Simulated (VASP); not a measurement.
Data:

```yaml
crystal:
  lattice:
    - [0.00000, 2.20163, 2.20163]
    - [2.20163, 0.00000, 2.20163]
    - [2.20163, 2.20163, 0.00000]
  atoms:
    - { symbol: Nb, position: [0.00000, 0.00000, 0.00000] }
    - { symbol: N, position: [0.50000, 0.50000, 0.50000] }
```

All values below come from optB86b-vdW, VASP's PBE PAW potentials (set 64) (plane waves; VASP 6.6.1). Numerical set-up: 520 eV cut-off, Gaussian smearing of 0.050 eV, potentials Nb_sv N.

Q: Give the energies of bands 6 to 12 at the high-symmetry points, in eV from the Fermi level.

A: 
```csv
band,Γ,X,U,L,W
6,-3.30,-5.69,-6.75,-9.05,-6.61
7,-3.30,-4.98,-5.93,-6.99,-5.96
8,-3.30,-3.96,-5.58,-6.99,-5.96
9,-1.98,-3.96,-1.87,1.46,-0.09
10,-1.98,1.61,1.97,1.46,-0.09
11,-1.98,2.75,2.14,1.97,2.76
12,-0.11,2.75,4.06,4.59,3.43
```

It has no gap at this level: it comes out as a metal or semimetal.

The compound is NbN in the rock salt structure, the cubic δ form, which competes with hexagonal ones. It was relaxed first.
